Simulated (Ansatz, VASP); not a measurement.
# Cross-check of Be72H143 (V_H1) between VASP and Ansatz, part 2 of 2

One calculation is typed for both programs; each brings its own data sets. How far apart do they land? The cell is taken from a series of runs on this material, whose earlier steps may have relaxed, scaled, displaced or heated it; both programs get it as it stands.

VASP 6.6.1 and Ansatz 0.2.0.

So far: Set-up; Ansatz: single point, PBEsol.

### 3. VASP: single point, PBEsol

Level of this step: PBEsol, spin-polarised from a ferromagnetic start; plane waves and PAW (Be, H) (VASP).

The same cell, functional, mesh and smearing now go to VASP, with its own data sets.

Lines of VASP's logs that name or quote its potential files are left out, and so is its time.

The input, INCAR:

```
SYSTEM = Be72H143
PREC = Accurate
ENCUT = 520
EDIFF = 1E-06
NELM = 200
ISMEAR = -1
SIGMA = 0.01
LREAL = Auto
ALGO = Normal
GGA = PS
NBANDS = 294
ISPIN = 2
MAGMOM = 0 0 -0 -0 0 0 0 0 0 0 0 0 0 0 0 0 0 0 0 -0 0 0 0 0 0 -0 0.04 -0 0 0 0 0 0 0 0 -0 0.04 0 0 0 0 -0 0 0 -0 0 0 -0 0 0 0 0 -0 0 -0 -0 -0 0 0 0 0 0 0 0 0 0 0 0 0 0 -0 0 -0 -0 -0 -0 0 0 -0 0 -0 0 0 -0 -0 -0 0 0 0 -0 0 0 0 -0 -0 0 0 0 0 0 -0 -0 -0 -0 0 0 -0 0 0 0 0 -0 0 0 0 0 -0 -0 0 0 -0 0 -0 0 0 0 -0 0 -0 -0 0 0 -0 0 0 0 0 0 -0 -0 0 0 0 0 -0 -0 0 0 0 -0 0 -0 0.01 0 0 0 0 0 0 0 0 -0 0 -0 0 -0 -0 -0 0 0 -0 0 0 -0 -0 0 0 0 -0 0 -0 -0 0 0 0 0 0 0 -0 0 -0 -0 0 -0 0 -0 0 0 0 0 0 0 0 0 -0 -0 -0 0 0 0 -0 0 -0 0 0
LORBIT = 11
LWAVE = .FALSE.
LCHARG = .FALSE.
ISIF = 2
NUPDOWN = 1
LASPH = .TRUE.
GGA_COMPAT = .FALSE.
```

The input, POSCAR:

```
Be72H143
1.0
   11.9799784523      0.0000000000      0.0000000000
    3.9933261508     -8.7573595481      7.5377721599
    3.9933261508     -8.7573595481     -7.5377721599
Be H
72 143
Direct
    0.1670428563      0.1244883091      0.3745627345
    0.1667099755      0.3746351690      0.1250261480
[... 24 atom lines left out ...]
    0.5910208378      0.4164946910      0.4178092824
[... 1 atom line left out ...]
    0.4818986554      0.3339112537      0.3344187974
[... 2 atom lines left out ...]
    0.5003295972      0.3746476818      0.6241838051
[... 4 atom lines left out ...]
    0.4930786216      0.6279740866      0.3775761225
[... 2 atom lines left out ...]
    0.5174915851      0.6637867840      0.1671783926
    0.4859536657      0.8314925185      0.3345885503
[... 4 atom lines left out ...]
    0.5164813543      0.6659121342      0.6655103336
[... 1 atom line left out ...]
    0.4056765069      0.5840308525      0.5813590895
[... 1 atom line left out ...]
    0.8343002620      0.3753703542      0.1241273897
    0.9285245718      0.4173331575      0.4154671025
[... 1 atom line left out ...]
    0.8141004631      0.3397815837      0.3327224975
[... 7 atom lines left out ...]
    0.8332859184      0.6255589583      0.3746898404
[... 2 atom lines left out ...]
    0.8502022419      0.6658621430      0.1657618480
[... 1 atom line left out ...]
    0.7385994338      0.5840233210      0.0833410780
[... 5 atom lines left out ...]
    0.7377475444      0.5843145788      0.5838648233
[... 33 atom lines left out ...]
    0.2761870078      0.5319582417      0.3781412244
[... 6 atom lines left out ...]
    0.3079754540      0.6560115105      0.6619735591
[... 7 atom lines left out ...]
    0.5496680468      0.3703414304      0.2181645704
    0.5493718913      0.2182684639      0.3734388789
[... 3 atom lines left out ...]
    0.4771605696      0.4126510611      0.4081069469
[... 6 atom lines left out ...]
    0.5496910492      0.3727639026      0.7170909032
[... 1 atom line left out ...]
    0.3911085052      0.4676386434      0.6181041838
    0.6113494955      0.3755180654      0.5309516191
[... 6 atom lines left out ...]
    0.4492240036      0.2819332287      0.6290801447
[... 1 atom line left out ...]
    0.5510837509      0.8713799671      0.2185219529
    0.5549810708      0.7130549203      0.3685195352
[... 2 atom lines left out ...]
    0.6411141510      0.6583357192      0.1601845762
[... 1 atom line left out ...]
    0.3616539488      0.8373799932      0.3419472184
    0.5200613003      0.5901174077      0.0900427807
    0.3819167693      0.6316170712      0.4691257631
    0.4496584556      0.7805889949      0.1315916361
    0.4523545591      0.6213707193      0.2825979516
[... 4 atom lines left out ...]
    0.6400997287      0.6602408127      0.6591580906
[... 2 atom lines left out ...]
    0.5207527141      0.5918325356      0.5873808332
[... 4 atom lines left out ...]
    0.8849796053      0.3724273584      0.2166271976
    0.8762641406      0.2226529487      0.3740373911
    0.7245919426      0.4677694665      0.1188693650
[... 2 atom lines left out ...]
    0.8120950377      0.4149027440      0.4079360279
    0.6901459981      0.3581500653      0.3306140974
[... 7 atom lines left out ...]
    0.7228539745      0.4682198244      0.6218444590
[... 15 atom lines left out ...]
    0.6932317855      0.8399332043      0.3407245892
    0.8537911913      0.5901366454      0.0901525275
    0.7233423941      0.6216768322      0.4675844010
    0.9437836035      0.5332260682      0.3783407331
[... 1 atom line left out ...]
    0.7830743432      0.6283942543      0.2819910677
[... 11 atom lines left out ...]
    0.7828206651      0.6288677546      0.7819159553
```

The input, KPOINTS:

```
Automatic mesh
0
Gamma
1 1 1
0 0 0
```

The projector-augmented-wave data sets are Be and H (PBE family, release 64).

On the command line:

```console
$ export OMP_NUM_THREADS=4
$ mpirun -np 1 vasp_gam
```

Numbers of over 12 decimals in the logs are rounded to 6 here.

Output:

```text
[banner, memory and clock lines left out]
running    1 mpi-ranks, on    1 nodes
[...]
Offloading initialized ...    1 GPUs detected
[...]
|                                                                             |
|               ----> ADVICE to this user running VASP <----                  |
|                                                                             |
|     You enforced a specific xc type in the INCAR file but a different       |
|     [... a line on the potential file left out ...]
|     I HOPE YOU KNOW WHAT YOU ARE DOING!                                     |
|                                                                             |

 LDA part: xc-table for (Slater+PW92), standard interpolation
 POSCAR, INCAR and KPOINTS ok, starting setup
[...]
entering main loop
       N       E                     dE             d eps       ncg     rms          rms(c)
DAV:   1     0.989004676495E+03    0.98900E+03   -0.11915E+05  1176   0.859E+02
DAV:   2    -0.583436922118E+03   -0.15724E+04   -0.12875E+04  1728   0.181E+02
DAV:   3    -0.797578426919E+03   -0.21414E+03   -0.20970E+03  1480   0.578E+01
DAV:   4    -0.802179168675E+03   -0.46007E+01   -0.45885E+01  1520   0.876E+00
[...]
DAV:  14    -0.764251633446E+03   -0.76708E-05   -0.44483E-06  1408   0.358E-03    0.765E-03
DAV:  15    -0.764251641138E+03   -0.76921E-05   -0.60499E-06  1288   0.404E-03    0.321E-03
DAV:  16    -0.764251641689E+03   -0.55136E-06   -0.15913E-06  1144   0.186E-03
   1 F= -.76425164E+03 E0= -.76425164E+03  d E =-.319857E-11  mag=     1.0000
```

From OUTCAR (step 3):

```text
 magnetization (x)
# of ion       s       p       d       tot
------------------------------------------
    1        0.000   0.001   0.000   0.001
    2       -0.000   0.000   0.000  -0.000
    3       -0.000   0.000   0.000  -0.000
    4       -0.000  -0.000   0.000  -0.000
    5       -0.000   0.000   0.000   0.000
    6        0.000   0.000   0.000   0.000
[...]
213       -0.000   0.000   0.000  -0.000
  214        0.000   0.000   0.000   0.000
  215        0.000   0.000   0.000   0.000
--------------------------------------------------
tot          0.105   0.326   0.000   0.431
```

The run ends at a pressure of 0.18 GPa, with forces up to 0.14 eV/Å.

### 4. Differences

Known differences besides the potentials themselves: VASP starts from the moments at which Ansatz ended; the data sets hold 431 valence electrons in Ansatz (on norm-conserving files, of PseudoDojo where its log says so) and 287 in VASP; the cutoff is 820 eV in Ansatz and 520 eV in VASP (PREC = Accurate, projectors in real space); site moments are counted in spheres of each program's own size; Ansatz's log warns that its cutoff lies below the recommended one. Total energies have different zeros and are not compared.

Compared:

```csv
quantity,Ansatz,VASP,difference
"total moment, fixed by the input (μB)",1.00,1.00,0.00
moment on Be27 (μB),0.04,0.18,-0.13
moment on Be37 (μB),0.04,0.17,-0.13
```

The total moments and the pattern agree; the site moments differ because the programs count them in spheres of different size.

### 5. Outcome

```yaml
difference_in_moment_on_be27_single_point_pbesol: -0.13 μB
```

What this shows: The difference in moment on Be27 is -0.13 μB (single point, PBEsol). The data sets hold unlike numbers of valence electrons (431 in Ansatz and 287 in VASP), so part of the differences comes from the potentials. How closely two codes agree says nothing of how well the functional describes the real material.

[Lines on the potential files, build, host, timing and source positions are cut from VASP's logs without a mark.]

[Logs are printed without paths, hosts, clocks, repeated set-up lines and the standing remarks that a program may print on its own settings, such as how far it seeks lower states.]

[Hosts, paths, dates, database ids (printed as entryN), source tags and the programs' standing remarks are cut or masked in the printed files.]
